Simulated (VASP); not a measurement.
```
Ta2N
1.0
    2.90553     0.00000     0.00000
   -1.45277     2.51626     0.00000
    0.00000     0.00000    16.35107
N Ta
1 2
Direct
  0.00000   0.00000   0.50000
  0.33333   0.66667   0.57189
  0.66667   0.33333   0.42811
```

These are PBE GGA, VASP's PBE PAW potentials (set 64) (plane waves; VASP) values and carry that method's errors. Settings: 400 eV cut-off, 7×7×1 Γ-centred mesh, Gaussian smearing of 0.050 eV, potentials N Ta_pv.

The cell holds a wide vacuum, so values per volume refer to the whole cell. Unless said otherwise, spin-orbit coupling is left out, though it shifts the bands of the heavy elements here.

Task: Estimate the energy per atom (σ→0), largest force, band gap (on the k-mesh) with the smallest direct gap where there is one.

Result: 
```json
{
  "band gap (on the k-mesh)": "none (metal, semimetal or under 0.01 eV)",
  "energy per atom (σ→0)": "-10.184 eV/atom",
  "largest_force": "3.048 eV/Å"
}
```

The cell is a sheet with vacuum, built from a generated structure.
